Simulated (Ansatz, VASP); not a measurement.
**Y2CO2 (Y2CO2 MXene monolayer): VASP beside Ansatz**

Wanted: the spread between two codes on one cell, functional and k mesh. Of the first pair: The structure shown is the start of the Ansatz relaxation below; VASP solves that cell, so the two are compared at the walk's first step.

Main program and level: Ansatz 0.2.0; plane waves, with VASP 6.6.1 beside it; single point at PBE.

## Step 1: The starting structure

The cell holds 5 atoms: 2 O, 2 Y and 1 C. Its edges and angles: a = 3.478 Å, b = 3.478 Å, c = 34.325 Å, α = 90.0°, β = 90.0°, γ = 120.0°. Vacuum lies along c. The height across the vacuum is the one that the program set for its solve, not the one typed.

Structure file:

```
O Y C
1.0
     3.47776    0.00000    0.00000
    -1.73888    3.01183    0.00000
     0.00000    0.00000   34.32527
O Y C
2 2 1
Direct
  0.33333 0.66667 0.23306
  0.66667 0.33333 0.38638
  0.66667 0.33333 0.26975
  0.33333 0.66667 0.34970
  0.00000 0.00000 0.30972
```

## Step 2: Ansatz: relaxation, PBE

Ansatz runs on its default PAW (the set named soft_2) files.

The two programs are compared at the cell with which this relaxation starts, whose forces are those of its first step.

input.yaml

```yaml
crystal:
  lattice:
    - [3.47776, 0.0, 0.0]
    - [-1.73888, 3.0118285083, 0.0]
    - [0.0, 0.0, 21.2626329528]
  atoms:
    - { symbol: O, position: [0.3333333333, 0.6666666667, 0.3762469125] }
    - { symbol: "Y", position: [0.6666666667, 0.3333333333, 0.4354627696] }
    - { symbol: C, position: [0.0, 0.0, 0.5] }
    - { symbol: "Y", position: [0.3333333333, 0.6666666667, 0.5645372304] }
    - { symbol: O, position: [0.6666666667, 0.3333333333, 0.6237530875] }
  periodic: [true, true, false]
kpoints:
  mp_grid: { grid: [9, 9, 1] }
hamiltonian:
  xc: pbe
scf:
  occupations: { method: fermi_dirac, width: 0.05 }
relax:
  f_tol: 0.01
  max_steps: 90
  cell: {}
```

On the command line:

```console
$ ansatz run input.yaml --threads 4 --pin off --max-ram 8192MiB --backend cpu --events-out ev --progress --plain --runs-dir out
```

Numbers of over 12 decimals in the logs are rounded to 6 here.

The log of the run:

```text
Warning: crystal.periodic: the lattice vector that does not repeat stood 0.000° off the slab's normal, 21.263 Å along it as the deck builds it. The run solves the slab on a vector along the normal, 34.325 Å long, with every atom where it was (on the deck's vector they left 16.00 Å outside them, and the widest stretch free of ions among them is 1.37 Å). A fractional position that the run reports is one of the run's ce [...]
crystal.periodic: the lattice vector that does not repeat stood 0.000° off the slab's normal, 21.263 Å along it as the deck builds it. The run solves the slab on a vector along the normal, 34.325 Å long, with every atom where it was (on the deck's vector they left 16.00 Å outside them, and the widest stretch free of ions among them is 1.37 Å). A fractional position that the run reports is one of the run's cell, which [...]
Engine: ansatz 0.2.0, x86_64-unknown-linux-gnu
Pseudopotentials: kind: paw
Pseudopotential: O, paw, valence charge 6, recommended cutoff 420 eV (normal), O.paw.azcp
Pseudopotential: Y, paw, valence charge 11, recommended cutoff 420 eV (normal), Y.paw.azcp
Pseudopotential: C, paw, valence charge 4, recommended cutoff 420 eV (normal), C.paw.azcp
Functional definition: PBE
  parameter kappa = 0.804
  parameter beta = 0.066725
  exchange = pbe_x(kappa = kappa, mu = beta*pi^2/3)
  correlation = pbe_c(beta = beta)
Crystal: 5 atoms, lattice volume = 359.537 Å³
Basis set: ecut = 420 eV, 6997 PW (Γ), exchange–correlation on 48×48×480 points (8 copies of the dense FFT grid, shifted against one another)
Bands: 24, of which v1, the nominal top of the filled ones, is band 19 counted from 1 (18 counted from 0)
Symmetry: 12 space group operations
Space group: P-3m1 (ITA 164), of the structure as read, at distance tolerance 7.1e-5 Å
k-points: 12 of 81
Non-local potential: O, projectors of the file, l = 0: 2, l = 1: 2, l = 2: 1
Non-local potential: Y, projectors of the file, l = 0: 3, l = 1: 2, l = 2: 2, l = 3: 1
Non-local potential: C, projectors of the file, l = 0: 2, l = 1: 2, l = 2: 1
PAW form: soft (Blöchl's): semilocal exchange-correlation on the pseudo side does not see the compensation charge
PAW one-centre angular grid: O, 110 points (default); XC on 64 Gauss nodes
PAW one-centre angular grid: Y, 590 points (default); XC on 64 Gauss nodes
PAW one-centre angular grid: C, 110 points (default); XC on 64 Gauss nodes
Initial density: superposition of atomic densities (neutral atoms: chi_scale 0, normalization atom), corrected by the library's trained network
Initial wavefunctions: pseudopotential atomic-orbital guess
[...]
iter 1 solved again at ethr=2.80e-7 eV; its pass at ethr=3.10e-3 eV (dr2=1.06e-4 eV) is discarded
SCF iter   1: F=—  HF=-9086.752021 eV  |F-HF|=—  |Δ(HF+E_count)|=         —  Δρ=1.05e-4  dr2=5.45e-6  ethr=2.80e-7  ⟨swp⟩=5.2  Hψ=3177  notcnv=0
preconditioner: auto → LDOS  [metal: Δε(μ)=0.049 eV  Ē_g=14.740 eV  σ=0.050 eV  W_gap=0.24  n_scr=20 (ndim 8)  ℏωp=11.3 eV  f_vac=0.759  D(μ)=5.02/eV (n_scr^D=16)  β→1.0]
SCF iter   2: F=—  HF=-9086.752816 eV  |F-HF|=—  |Δ(HF+E_count)|=   7.95e-4  Δρ=3.68e-5  dr2=3.20e-6  ethr=1.44e-8  ⟨swp⟩=3.5  Hψ=650  notcnv=0
SCF iter   3: F=—  HF=-9086.752891 eV  |F-HF|=—  |Δ(HF+E_count)|=   7.48e-5  Δρ=4.64e-6  dr2=1.01e-7  ethr=8.43e-9  ⟨swp⟩=2.2  Hψ=445  notcnv=0
SCF iter   4: F=—  HF=-9086.752896 eV  |F-HF|=—  |Δ(HF+E_count)|=   5.14e-6  Δρ=3.65e-6  dr2=5.22e-8  ethr=2.66e-10  ⟨swp⟩=3.2  Hψ=624  notcnv=0
SCF iter   5: F=—  HF=-9086.752896 eV  |F-HF|=—  |Δ(HF+E_count)|=   1.92e-7  Δρ=1.12e-6  dr2=1.76e-8  ethr=1.37e-10  ⟨swp⟩=3.4  Hψ=604  notcnv=0
SCF iter   6: F=—  HF=-9086.752896 eV  |F-HF|=—  |Δ(HF+E_count)|=   5.51e-9  Δρ=5.93e-7  dr2=2.11e-9  ethr=4.64e-11  ⟨swp⟩=3.2  Hψ=505  notcnv=0
SCF iter   7: F=—  HF=-9086.752896 eV  |F-HF|=—  |Δ(HF+E_count)|=   2.18e-8  Δρ=3.59e-7  dr2=9.53e-10  ethr=5.56e-12  ⟨swp⟩=2.9  Hψ=557  notcnv=0
SCF iter   8: F=—  HF=-9086.752896 eV  |F-HF|=—  |Δ(HF+E_count)|=   7.32e-9  Δρ=1.17e-7  dr2=6.45e-11  ethr=2.51e-12  ⟨swp⟩=2.3  Hψ=421  notcnv=0
SCF iter   9: F=-9086.752896 eV  HF=-9086.752896 eV  |F-HF|=3.64e-12  |Δ(HF+E_count)|=  5.82e-10  Δρ=2.94e-8  dr2=3.06e-12  ethr=1.00e-12  ⟨swp⟩=9.3  Hψ=1795  notcnv=0
SCF 7 converged in 9 iterations: F = -9086.752896 eV  dr2 = 3.06e-12
relax step   7: F+E_penalty+E_count = -9086.75289609 eV  Δ(F+E_penalty+E_count) = -5.822e-3 eV  max|allowed force component| = 2.834e-4 eV/Å  Δτ_max = 0.0000 Å  P = +0.112 N/m  Ω = 369.793 Å³  fix = [c, alpha, beta]  reactions: c +0.000 N/m  stress off target by 1.12e-1 N/m on what of the cell is left free  SCF on the basis re-selected at this cell (its energy is not comparable with the rows above)  (9 SCF iters)
[...]
relax step   8: F+E_penalty+E_count = -9086.75275403 eV  Δ(F+E_penalty+E_count) = +1.421e-4 eV  max|allowed force component| = 3.582e-4 eV/Å  Δτ_max = 0.0020 Å  P = +0.006 N/m  Ω = 370.179 Å³  energy of the carried Pulay correction = -1.822e-4 eV  fix = [c, alpha, beta]  reactions: c +0.000 N/m  (8 SCF iters, dr2 threshold 1.34e-8 eV, accepted)
[...]
relax step   9: F+E_penalty+E_count = -9086.75294064 eV  Δ(F+E_penalty+E_count) = -1.866e-4 eV  max|allowed force component| = 3.445e-4 eV/Å  Δτ_max = 0.0000 Å  P = +0.007 N/m  Ω = 370.179 Å³  fix = [c, alpha, beta]  reactions: c +0.000 N/m  stress off target by 7.27e-3 N/m on what of the cell is left free  SCF on the basis re-selected at this cell (its energy is not comparable with the rows above)  (7 SCF iters)
basis re-selected at this cell: Δ(F+E_penalty+E_count) = -1.866e-4 eV, ΔP = +0.002 N/m vs the last step (what re-selecting the basis moved, of the pressure what is left beyond the Pulay correction that the steps carried, after the strain that the cell walked since its last selection, with what the two solves' SCF thresholds leave and, on support functions, any second-order correction that the steps lacked; it is no m [...]
SCF converged after 7 iterations
Free energy (F): -9086.752941 eV
Harris-Foulkes:  -9086.752941 eV  (|F-HF|=4.55e-11)
Internal energy: -9086.713611 eV  (E = F + TS)
E sigma→0 (E₀):  -9086.733276 eV
Entropy (-TS):   -0.039329 eV (-7.866 meV/atom)
Fermi energy:    -5.686442 eV
--- Per-component energies (eV) ---
  E_band       = -742.208778
  E_kinetic    = 1044.883591
  E_local      = -77881.327808  (includes V_loc(G=0)·N_el)
  E_nonlocal   = 222.672566
  E_hartree    = 38350.487993
  E_xc         = -542.962251
  E_vxc        = -646.654030  (∫ρ·V_xc dr)
  E_paw        = -6064.673060  (= ΣΔE_a)
  E_vpaw       = -182.763863  (= ΣTr[D̂ρ^β])
  E_aug_tail   = 0.004882  (compensation charges beyond the density's cutoff)
  E_ewald      = 35784.200476
  E_smearing   = -0.039329  (= −TS)
  E_closure    = -0.000000  (closes the sum)
  Σ components = -9086.752941   (vs F -9086.752941, Δ=0.00e0)
--- Forces (eV/Å), atoms counted from 1 ---
  atom   1  O     -0.00000000     0.00000000    -0.00034448
  atom   2  Y      0.00000000    -0.00000000     0.00027153
  atom   3  C      0.00000000     0.00000000     0.00000000
  atom   4  Y      0.00000000     0.00000000    -0.00027153
  atom   5  O     -0.00000000    -0.00000000     0.00034448
  max |Σ_I F_I| component: 1.85e-17 eV/Å
--- 2D stress c σ (N/m, compression-positive) ---
        0.007272       0.000000      -0.000000
       -0.000000       0.007272       0.000000
       -0.000000       0.000000       0.000000
  P = ½ c Tr σ = 0.0073 N/m
--- Relaxed structure (7 steps of the walk, 7 accepted, 2 SCFs on fresh bases) ---
  F+E_penalty+E_count = -9086.75294064 eV   max|allowed force component| = 3.445e-4 eV/Å   (the final SCF, on the basis selected at the relaxed cell)
  cell:  # Å, volume = 370.1787 Å³
    - [3.528852, 0.0, 0]
    - [-1.764426, 3.056076, 0]
    - [0, 0, 34.325266]
  atoms:
    - { symbol: O, position: [0.333333, 0.666667, 0.236171] }
    - { symbol: Y, position: [0.666667, 0.333333, 0.257859] }
    - { symbol: C, position: [0, 0, 0.309723] }
    - { symbol: Y, position: [0.333333, 0.666667, 0.361587] }
    - { symbol: O, position: [0.666667, 0.333333, 0.383274] }
```

In the SCF lines HF is the Harris–Foulkes energy and dr2 the Hartree energy of the density residual, in eV; the loop may stop once dr2 is under the threshold and the program's other checks hold. Hψ counts applications of the Hamiltonian.

## Step 3: VASP: single point, PBE, start cell, pair 1

The same cell, functional, mesh and smearing now go to VASP, with its own data sets.

Lines of VASP's logs that name or quote its potential files are left out, and so is its time.

INCAR

```
SYSTEM = Y2CO2
PREC = Accurate
ENCUT = 520
EDIFF = 1E-06
NELM = 120
ISMEAR = -1
SIGMA = 0.05
LREAL = .FALSE.
ALGO = Normal
GGA = PE
NBANDS = 25
LASPH = .TRUE.
LORBIT = 11
LWAVE = .FALSE.
LCHARG = .FALSE.
ISIF = 2
LDIPOL = .TRUE.
IDIPOL = 3
DIPOL = 0.5 0.5 0.31
LVHAR = .TRUE.
GGA_COMPAT = .FALSE.
NELMDL = -8
KPAR = 2
```

POSCAR

```
Y2CO2
1.0
    3.4777600000      0.0000000000      0.0000000000
   -1.7388800000      3.0118290000      0.0000000000
    0.0000000000      0.0000000000     34.3252660000
O Y C
2 2 1
Direct
    0.3333333333      0.6666666667      0.2330644575
    0.6666666667      0.3333333333      0.3863810553
    0.6666666667      0.3333333333      0.2697454552
    0.3333333333      0.6666666667      0.3497000576
    0.0000000000      0.0000000000      0.3097227564
```

KPOINTS

```
Automatic mesh
0
Gamma
9 9 1
0 0 0
```

PAW data sets: O, Y_sv and C (PBE family, release 64).

On the command line:

```console
$ mpirun -np 2 vasp_std
```

The log of the run:

```text
[banner, memory and clock lines left out]
running    2 mpi-ranks, on    1 nodes
 distrk:  each k-point on    1 cores,    2 groups
 distr:  one band on    1 cores,    1 groups

 POSCAR found type information on POSCAR O Y C
 POSCAR found :  3 types and       5 ions
 LDA part: xc-table for (Slater+PW92), standard interpolation
 POSCAR, INCAR and KPOINTS ok, starting setup
 FFT: planning ... GRIDC
 FFT: planning ... GRID_SOFT
 FFT: planning ... GRID
 WAVECAR not read
 entering main loop
       N       E                     dE             d eps       ncg     rms          rms(c)
DAV:   1     0.267970767881E+03    0.26797E+03   -0.17592E+04   784   0.120E+03
DAV:   2    -0.236409966113E+01   -0.27033E+03   -0.26489E+03   821   0.288E+02
DAV:   3    -0.409596216456E+02   -0.38596E+02   -0.37935E+02   830   0.906E+01
DAV:   4    -0.434453321520E+02   -0.24857E+01   -0.24620E+01  1014   0.228E+01
DAV:   5    -0.435124920598E+02   -0.67160E-01   -0.67134E-01   919   0.334E+00
DAV:   6    -0.435151010130E+02   -0.26090E-02   -0.26087E-02   976   0.650E-01
DAV:   7    -0.435151619443E+02   -0.60931E-04   -0.60929E-04   919   0.948E-02
DAV:   8    -0.435151636226E+02   -0.16783E-05   -0.16788E-05   936   0.157E-02    0.469E+01
DAV:   9    -0.394315363138E+02    0.40836E+01   -0.37128E+01   688   0.322E+01    0.477E+01
DAV:  10    -0.382787018032E+02    0.11528E+01   -0.54036E+00   846   0.125E+01    0.366E+01
DAV:  11    -0.456010504970E+02   -0.73223E+01   -0.39742E+01   712   0.252E+01    0.182E+01
DAV:  12    -0.383218753252E+02    0.72792E+01   -0.18069E+01   633   0.179E+01    0.350E+00
DAV:  13    -0.382617993167E+02    0.60076E-01   -0.19119E+00   856   0.671E+00    0.996E-01
DAV:  14    -0.382648486867E+02   -0.30494E-02   -0.55745E-02   838   0.133E+00    0.657E-01
[...]
DAV:  21    -0.382571808222E+02   -0.15253E-03   -0.23291E-05   662   0.210E-02    0.108E-02
DAV:  22    -0.382572654588E+02   -0.84637E-04   -0.11076E-05   678   0.155E-02    0.696E-03
DAV:  23    -0.382573626792E+02   -0.97220E-04   -0.32314E-06   621   0.701E-03    0.394E-03
DAV:  24    -0.382574000962E+02   -0.37417E-04   -0.12432E-06   598   0.446E-03    0.335E-03
DAV:  25    -0.382574276717E+02   -0.27575E-04   -0.14134E-06   621   0.376E-03    0.110E-03
DAV:  26    -0.382574329174E+02   -0.52457E-05   -0.14082E-07   482   0.151E-03    0.756E-04
DAV:  27    -0.382574360052E+02   -0.30878E-05   -0.97906E-08   483   0.109E-03    0.386E-04
DAV:  28    -0.382574366043E+02   -0.59916E-06   -0.17156E-08   448   0.513E-04
   1 F= -.38257437E+02 E0= -.38231689E+02  d E =-.514958E-01
```

From OUTCAR (step 3):

```text
ion  position               nearest neighbor table
   1  0.333  0.667  0.233-   3 2.37   3 2.37   3 2.37
   2  0.667  0.333  0.386-   4 2.37   4 2.37   4 2.37
   3  0.667  0.333  0.270-   1 2.37   1 2.37   1 2.37   5 2.43   5 2.43   5 2.43   4 3.40   4 3.40
                             4 3.40
   4  0.333  0.667  0.350-   2 2.37   2 2.37   2 2.37   5 2.43   5 2.43   5 2.43   3 3.40   3 3.40
                             3 3.40
   5  0.000  0.000  0.310-   3 2.43   4 2.43   3 2.43   4 2.43   3 2.43   4 2.43

  LATTYP: Found a hexagonal cell.
 ALAT       =     3.4777600000
 C/A-ratio  =     9.8699352457

 Subroutine GETGRP returns: Found 12 space group operations
 (whereof  6 operations were pure point group operations)

The static configuration has the point symmetry C_3v.
 The point group associated with its full space group is D_3d.

 Found     12 irreducible k-points:

   k-points           NKPTS =     12   k-points in BZ     NKDIM =     12   number of bands    NBANDS=     25

   dimension x,y,z NGX =    28 NGY =   28 NGZ =  256
   dimension x,y,z NGXF=    56 NGYF=   56 NGZF=  512

   ENCUT  =  520.0 eV  38.22 Ry    6.18 a.u.   6.47  6.47 63.82*2*pi/ulx,y,z

   NELECT =      38.0000    total number of electrons

 k-points in reciprocal lattice and weights: Automatic mesh
   0.00000000  0.00000000  0.00000000       0.012
   0.11111111 -0.00000000  0.00000000       0.074
   0.22222222 -0.00000000  0.00000000       0.074
   0.33333333 -0.00000000  0.00000000       0.074
   0.44444444 -0.00000000  0.00000000       0.074
   0.11111111  0.11111111  0.00000000       0.074
   0.22222222  0.11111111  0.00000000       0.148
   0.33333333  0.11111111  0.00000000       0.148
   0.44444444  0.11111111  0.00000000       0.074
   0.22222222  0.22222222  0.00000000       0.074
   0.33333333  0.22222222  0.00000000       0.148
   0.33333333  0.33333333  0.00000000       0.025

 dipolmoment           0.000000      0.000000      0.000002 electrons x Angstroem

 average (electrostatic) potential at core
       1 -79.5256       2 -79.5256       3 -44.1521       4 -44.1521       5 -59.1520

 E-fermi :  -6.0726

 k-point     1 :       0.0000    0.0000    0.0000
  band No.  band energies     occupation
    ...
     13      -7.7038      2.00000
     14      -7.7038      2.00000
     15      -7.3459      2.00000
     16      -7.1299      2.00000
     17      -7.1299      2.00000
     18      -5.9480      0.15265
     19      -5.5416      0.00005
     20      -5.5416      0.00005
     21      -1.7273      0.00000
     22      -1.7273      0.00000
    ...

 k-point     2 :       0.1111   -0.0000    0.0000
  band No.  band energies     occupation
    ...
     13      -7.8448      2.00000
     14      -7.6238      2.00000
     15      -7.3500      2.00000
     16      -7.1099      2.00000
     17      -7.0926      2.00000
     18      -5.9964      0.35745
     19      -5.8244      0.01385
     20      -5.6843      0.00085
     21      -2.1106      0.00000
     22      -1.4496      0.00000
    ...

 k-point     3 :       0.2222   -0.0000    0.0000
  band No.  band energies     occupation
    ...
     14      -7.5790      2.00000
     15      -7.4648      2.00000
     16      -7.1811      2.00000
     17      -7.0785      2.00000
     18      -6.4858      1.99948
     19      -5.9202      0.09058
     20      -5.8661      0.03160
     21      -2.8251      0.00000
     22      -0.9811      0.00000
     23      -0.7380      0.00000
    ...

  Total        2.1151872      2.1151879     -0.8235972     -0.0000000      0.0000000     -0.0000000
  in kB        9.4257424      9.4257455     -3.6701315     -0.0000000      0.0000000     -0.0000000
  external PRESSURE =       5.0604522 kB  Pullay stress =       0.0000000 kB

  energy-cutoff  :      520.00
  volume of cell :      359.54
      direct lattice vectors                 reciprocal lattice vectors
     3.477760000  0.000000000  0.000000000     0.287541406  0.166012081  0.000000000
    -1.738880000  3.011829000  0.000000000     0.000000000  0.332024162  0.000000000
     0.000000000  0.000000000 34.325266000     0.000000000  0.000000000  0.029133059

 POSITION                                       TOTAL-FORCE (eV/Angst)
 -----------------------------------------------------------------------------------
     -0.00000      2.00789      8.00000         0.000000     -0.000000      2.903209
      1.73888      1.00394     13.26263        -0.000000      0.000000     -2.903209
      1.73888      1.00394      9.25908         0.000000      0.000000     -5.283729
     -0.00000      2.00789     12.00355        -0.000000     -0.000000      5.283729
      0.00000      0.00000     10.63132        -0.000000      0.000000      0.000000
 -----------------------------------------------------------------------------------
    total drift:                               -0.000000      0.000000     -0.000020

  FREE ENERGIE OF THE ION-ELECTRON SYSTEM (eV)
  ---------------------------------------------------
  free  energy   TOTEN  =       -38.2574366043 eV

  energy  without entropy=      -38.2059407644  energy(sigma->0) =      -38.23168868

 vacuum level on the upper side and lower side of the slab         2.110         2.110

 total charge
# of ion       s       p       d       f       tot
--------------------------------------------------
    1        1.582   3.279   0.000   0.000   4.861
    2        1.582   3.279   0.000   0.000   4.861
    3        2.204   6.515   1.098   0.084   9.902
    4        2.204   6.515   1.098   0.084   9.902
    5        0.921   1.417   0.000   0.000   2.338
--------------------------------------------------
tot          8.493  21.006   2.197   0.168  31.863

[... 3 further parts left out ...]
```

(Part 1 of 2 ends here.)

[Lines on the potential files, build, host, timing and source positions are cut from VASP's logs without a mark.]

[Logs are printed without paths, hosts, clocks, repeated set-up lines and the standing remarks that a program may print on its own settings, such as how far it seeks lower states.]

[Hosts, paths, dates, database ids (printed as entryN), source tags and the programs' standing remarks are cut or masked in the printed files.]
